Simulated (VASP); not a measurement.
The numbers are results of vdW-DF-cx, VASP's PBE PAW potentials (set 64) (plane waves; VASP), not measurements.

Input for VASP

### INCAR
```
! general
SYSTEM    =  NaCl
PREC      =  Accurate
ENCUT     =  520
LREAL     =  .False.   ! projection in real space or not
LASPH     =  .True.   ! aspherical one-centre terms

! electronic loop
EDIFF     =  1E-6   ! SCF stop (eV)
NELM      =  100
ALGO      =  Normal   ! blocked Davidson

! smearing
ISMEAR    =  0   ! Gaussian
SIGMA     =  0.05   ! width (eV)

! functional
GGA       =  CX
LUSE_VDW  =  .True.
AGGAC     =  0.0

! ions
IBRION    =  2   ! conjugate gradients
NSW       =  60
ISIF      =  3   ! ions, shape and volume
EDIFFG    =  -0.01   ! ionic stop

! output
LWAVE     =  .False.
LCHARG    =  .False.
```

File KPOINTS:
```
K-points
0
Gamma
7 7 7
0 0 0
```

### POSCAR
```
NaCl
1
    0.0000000000     2.8200000000     2.8200000000
    2.8200000000     0.0000000000     2.8200000000
    2.8200000000     2.8200000000     0.0000000000
Na Cl
1 1
Direct
  0.0000000000   0.0000000000   0.0000000000
  0.5000000000   0.5000000000   0.5000000000
```

POTCAR, in this order: Na_pv Cl (PBE.64 set). Program: vasp_std.

Output

OSZICAR:
```
       N       E                     dE             d eps       ncg     rms          rms(c)
DAV:   1     0.101103041440E+03    0.10110E+03   -0.73095E+03   440   0.128E+03
DAV:   2     0.591052749623E+01   -0.95193E+02   -0.89304E+02   490   0.285E+02
DAV:   3    -0.293038068938E+01   -0.88409E+01   -0.87831E+01   539   0.857E+01
DAV:   4    -0.312734451506E+01   -0.19696E+00   -0.19680E+00   497   0.139E+01
DAV:   5    -0.313190142215E+01   -0.45569E-02   -0.45566E-02   605   0.211E+00    0.204E+00
DAV:   6    -0.297177033634E+01    0.16013E+00   -0.34215E-01   508   0.403E+00    0.151E+00
DAV:   7    -0.296754317292E+01    0.42272E-02   -0.83752E-02   528   0.210E+00    0.987E-01
DAV:   8    -0.297498310642E+01   -0.74399E-02   -0.12303E-02   455   0.126E+00    0.212E-01
DAV:   9    -0.297496137486E+01    0.21732E-04   -0.20999E-04   539   0.150E-01    0.121E-01
DAV:  10    -0.297516084607E+01   -0.19947E-03   -0.41975E-04   455   0.206E-01    0.501E-02
DAV:  11    -0.297515316773E+01    0.76783E-05   -0.22323E-05   520   0.571E-02    0.872E-03
DAV:  12    -0.297515438276E+01   -0.12150E-05   -0.26201E-06   467   0.196E-02    0.122E-03
DAV:  13    -0.297515494946E+01   -0.56670E-06   -0.73490E-07   461   0.630E-03
   1 F= -.29751549E+01 E0= -.29751549E+01  d E =-.297515E+01
       N       E                     dE             d eps       ncg     rms          rms(c)
DAV:   1    -0.297604133654E+01   -0.88695E-03   -0.18202E-02   494   0.208E+00    0.184E-01
DAV:   2    -0.297539055289E+01    0.65078E-03   -0.10957E-03   494   0.342E-01    0.749E-02
DAV:   3    -0.297526965883E+01    0.12089E-03   -0.27136E-04   500   0.189E-01    0.353E-02
DAV:   4    -0.297525320389E+01    0.16455E-04   -0.77745E-06   556   0.393E-02    0.316E-03
DAV:   5    -0.297525278528E+01    0.41861E-06   -0.71174E-07   232   0.982E-03
   2 F= -.29752528E+01 E0= -.29752528E+01  d E =-.978358E-04
```

**OUTCAR**
```
------------------------ aborting loop because EDIFF is reached ----------------------------------------
  FORCE on cell =-STRESS in cart. coord.  units (eV):
  Direction    XX          YY          ZZ          XY          YZ          ZX
  --------------------------------------------------------------------------------------
  Total        0.0160603      0.0160603      0.0160603     -0.0000000      0.0000000      0.0000000
  in kB        0.5719677      0.5719677      0.5719677     -0.0000000      0.0000000      0.0000000
  external PRESSURE =       0.5719677 kB  Pullay stress =       0.0000000 kB
  volume of cell :       44.99
      direct lattice vectors                 reciprocal lattice vectors
    -0.000000000  2.822847547  2.822847547    -0.177126108  0.177126108  0.177126108
     2.822847547  0.000000000  2.822847547     0.177126108 -0.177126108  0.177126108
     2.822847547  2.822847547  0.000000000     0.177126108  0.177126108 -0.177126108
  FREE ENERGIE OF THE ION-ELECTRON SYSTEM (eV)
  ---------------------------------------------------
  free  energy   TOTEN  =        -2.9752527853 eV

  energy  without entropy=       -2.9752527853  energy(sigma->0) =       -2.97525279

 reached required accuracy - stopping structural energy minimisation
```
(Selected blocks of OUTCAR.)

CONTCAR:
```
NaCl
   1.00000000000000
    -0.0000000000000000    2.8228475468382892    2.8228475468382892
     2.8228475468382892    0.0000000000000000    2.8228475468382892
     2.8228475468382892    2.8228475468382892    0.0000000000000000
  Na              Cl
     1     1
Direct
     0.0000000000000000    0.0000000000000000    0.0000000000000000
     0.5000000000000000    0.5000000000000000    0.5000000000000000
```

### OUTCAR
```
 val. band max:       -0.7535593278   @ k =   0.0000   0.0000   0.0000

 cond. band min:       4.4484709240   @ k =   0.0000   0.0000   0.0000


 Fermi energy:        -0.4460301166

 k-point     1 :       0.0000    0.0000    0.0000
  band No.  band energies     occupation
      1     -21.5154      2.00000
      2     -21.5154      2.00000
      3     -21.5154      2.00000
      4     -13.3590      2.00000
      5      -0.7536      2.00000
      6      -0.7536      2.00000
      7      -0.7536      2.00000
      8       4.4485      0.00000
      9      10.3457      0.00000
     10      10.3457      0.00000
     11      10.3457      0.00000

 k-point     2 :       0.1429    0.0000    0.0000
  band No.  band energies     occupation
      1     -21.5208      2.00000
      2     -21.5158      2.00000
      3     -21.5158      2.00000
      4     -13.2987      2.00000
      5      -1.2116      2.00000
      6      -0.8057      2.00000
      7      -0.8057      2.00000
      8       5.0673      0.00000
      9       9.7074      0.00000
     10      10.5833      0.00000
     11      10.5833      0.00000

 k-point     3 :       0.2857    0.0000    0.0000
  band No.  band energies     occupation
      1     -21.5329      2.00000
      2     -21.5167      2.00000
      3     -21.5167      2.00000
      4     -13.1584      2.00000
      5      -2.0359      2.00000
      6      -0.9185      2.00000
      7      -0.9185      2.00000
      8       6.1222      0.00000
      9       9.2738      0.00000
     10      10.5881      0.00000
     11      10.5881      0.00000

 k-point     4 :       0.4286    0.0000    0.0000
  band No.  band energies     occupation
      1     -21.5424      2.00000
      2     -21.5174      2.00000
      3     -21.5174      2.00000
      4     -13.0408      2.00000
      5      -2.5862      2.00000
      6      -1.0049      2.00000
      7      -1.0049      2.00000
      8       6.5149      0.00000
      9       9.8287      0.00000
...
```

The compound is NaCl in the rock salt structure. This run relaxes it. Symmetry was kept, so distortions that lower it aren't found.
